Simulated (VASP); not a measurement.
Output of a VASP run:

File OSZICAR:
```
...
DAV:  10    -0.486196988695E+02    0.29585E-05   -0.10278E-04  2132   0.121E-01    0.143E-02
DAV:  11    -0.486197042541E+02   -0.53847E-05   -0.32528E-05  1890   0.683E-02    0.307E-03
DAV:  12    -0.486197049822E+02   -0.72809E-06   -0.59857E-06  1988   0.290E-02
   2 F= -.33240345E+02 E0= -.33240372E+02  d E =0.202232E+00
       N       E                     dE             d eps       ncg     rms          rms(c)
DAV:   1    -0.505206783990E+02   -0.19010E+01   -0.13348E+01  1630   0.412E+01    0.355E+00
DAV:   2    -0.501963105691E+02    0.32437E+00   -0.19711E+00  2126   0.204E+01    0.122E+00
DAV:   3    -0.501510497199E+02    0.45261E-01   -0.12435E-01  2068   0.356E+00    0.392E-01
DAV:   4    -0.501463283039E+02    0.47214E-02   -0.31328E-02  2250   0.107E+00    0.145E-01
DAV:   5    -0.501466572608E+02   -0.32896E-03   -0.19674E-03  1876   0.329E-01    0.108E-01
DAV:   6    -0.501470855800E+02   -0.42832E-03   -0.18812E-03  2002   0.329E-01    0.545E-02
DAV:   7    -0.501471410386E+02   -0.55459E-04   -0.34556E-04  2042   0.120E-01    0.300E-02
DAV:   8    -0.501471683409E+02   -0.27302E-04   -0.17897E-04  1872   0.108E-01    0.903E-03
DAV:   9    -0.501471746045E+02   -0.62636E-05   -0.18666E-05  2014   0.466E-02    0.545E-03
DAV:  10    -0.501471755376E+02   -0.93305E-06   -0.10122E-05  1670   0.269E-02    0.205E-03
DAV:  11    -0.501471757843E+02   -0.24671E-06   -0.39649E-07   816   0.898E-03
   3 F= -.33581614E+02 E0= -.33581715E+02  d E =-.139037E+00
       N       E                     dE             d eps       ncg     rms          rms(c)
DAV:   1    -0.501316041287E+02    0.15571E-01   -0.22064E-03  1678   0.546E-01    0.411E-02
DAV:   2    -0.501315581534E+02    0.45975E-04   -0.18673E-04  2214   0.200E-01    0.186E-02
DAV:   3    -0.501315475289E+02    0.10625E-04   -0.57662E-05  1922   0.920E-02    0.316E-03
DAV:   4    -0.501315480439E+02   -0.51504E-06   -0.75192E-06  2070   0.355E-02
   4 F= -.33581670E+02 E0= -.33581771E+02  d E =-.139093E+00
       N       E                     dE             d eps       ncg     rms          rms(c)
DAV:   1    -0.501019706621E+02    0.29577E-01   -0.62741E-01  1348   0.517E+00    0.331E-01
DAV:   2    -0.501003889969E+02    0.15817E-02   -0.27330E-02  1972   0.193E+00    0.172E-01
DAV:   3    -0.500991848237E+02    0.12042E-02   -0.88189E-03  1416   0.580E-01    0.368E-02
DAV:   4    -0.500991686163E+02    0.16207E-04   -0.11726E-03  2048   0.342E-01    0.244E-02
DAV:   5    -0.500991683111E+02    0.30519E-06   -0.64919E-05  1900   0.597E-02    0.612E-03
DAV:   6    -0.500991669516E+02    0.13595E-05   -0.14034E-05  2010   0.401E-02    0.435E-03
DAV:   7    -0.500991673123E+02   -0.36065E-06   -0.60799E-07   890   0.838E-03
   5 F= -.33571797E+02 E0= -.33571891E+02  d E =0.987302E-02
       N       E                     dE             d eps       ncg     rms          rms(c)
DAV:   1    -0.501290857881E+02   -0.29919E-01   -0.37872E-01  1356   0.402E+00    0.257E-01
DAV:   2    -0.501281538035E+02    0.93198E-03   -0.16469E-02  1924   0.149E+00    0.134E-01
DAV:   3    -0.501274270910E+02    0.72671E-03   -0.53833E-03  1428   0.456E-01    0.288E-02
DAV:   4    -0.501274132535E+02    0.13837E-04   -0.71686E-04  2046   0.270E-01    0.190E-02
DAV:   5    -0.501274112321E+02    0.20215E-05   -0.39435E-05  1926   0.469E-02    0.468E-03
DAV:   6    -0.501274102997E+02    0.93236E-06   -0.86789E-06  1810   0.322E-02
   6 F= -.33582549E+02 E0= -.33582670E+02  d E =-.878361E-03
```

### OUTCAR
```
------------------------ aborting loop because EDIFF is reached ----------------------------------------
  FORCE on cell =-STRESS in cart. coord.  units (eV):
  Direction    XX          YY          ZZ          XY          YZ          ZX
  --------------------------------------------------------------------------------------
  Total       16.5479816     16.5479816     16.5479816      0.0000000      0.0000000     -0.0000000
  in kB      450.0848642    450.0848642    450.0848642      0.0000000      0.0000000     -0.0000000
  external PRESSURE =       0.0848642 kB  Pullay stress =     450.0000000 kB
  volume of cell :       58.91
      direct lattice vectors                 reciprocal lattice vectors
     3.890932838  0.000000000 -0.000000000     0.257007777  0.000000000  0.000000000
    -0.000000000  3.890932838 -0.000000000    -0.000000000  0.257007777 -0.000000000
    -0.000000000  0.000000000  3.890932838     0.000000000  0.000000000  0.257007777
 POSITION                                       TOTAL-FORCE (eV/Angst)
 -----------------------------------------------------------------------------------
     -0.00000      0.00000      0.00000         0.000000      0.000000      0.000000
      3.12167      1.94547      1.94547         0.000105      0.000000     -0.000000
      1.94547      0.76927      1.94547         0.000000     -0.000105      0.000000
      1.94547      3.12167      1.94547        -0.000000      0.000105     -0.000000
      0.76927      1.94547      1.94547        -0.000105     -0.000000      0.000000
      1.94547      1.94547      3.12167        -0.000000      0.000000      0.000105
      1.94547      1.94547      0.76927         0.000000     -0.000000     -0.000105
 -----------------------------------------------------------------------------------
    total drift:                                0.000000     -0.000000      0.000000
  FREE ENERGIE OF THE ION-ELECTRON SYSTEM (eV)
  ---------------------------------------------------
  free  energy   TOTEN  =       -50.1274102997 eV

  energy  without entropy=      -50.1277736525  energy(sigma->0) =      -50.12753142
  enthalpy is  TOTEN    =       -33.5825488418 eV   P V=       16.5448614579

 reached required accuracy - stopping structural energy minimisation
```
(Selected blocks of OUTCAR.)

**POSCAR**
```
LaB6
1
    3.9539975258     0.0000000000     0.0000000000
    0.0000000000     3.9539975258     0.0000000000
    0.0000000000     0.0000000000     3.9539975258
La B
1 6
Direct
  0.0000000000   0.0000000000   0.0000000000
  0.8018615878   0.5000000000   0.5000000000
  0.5000000000   0.1981384122   0.5000000000
  0.5000000000   0.8018615878   0.5000000000
  0.1981384122   0.5000000000   0.5000000000
  0.5000000000   0.5000000000   0.8018615878
  0.5000000000   0.5000000000   0.1981384122
```

Question: Reconstruct the remaining input files.

Answer: One answer among several that fit: the input of the run itself, PBEsol GGA, plane waves, VASP's PBE PAW potentials (set 64).

### KPOINTS
```
K-points
0
Gamma
8 8 8
0 0 0
```

INCAR:
```
SYSTEM = LaB6
PREC = Accurate
ENCUT = 620
EDIFF = 1E-6
NELM = 100
ALGO = Normal
LREAL = .FALSE.
LASPH = .TRUE.
ISMEAR = 1
SIGMA = 0.1
GGA = PS
LMAXMIX = 6
LWAVE = .FALSE.
LCHARG = .FALSE.
IBRION = 2
ISIF = 3
NSW = 40
EDIFFG = -0.02
PSTRESS = 450
```

POTCAR, in this order: La B (PBE.64 set). Program: vasp_std.

Energy and stress use the plane-wave basis of the starting cell.

The compound is LaB6 in the cab6 structure. This run relaxes it under an external pressure of 45 GPa. Symmetry was kept, so distortions that lower it aren't found. The electron count is odd and the run is not spin-polarised, which forces a metal.
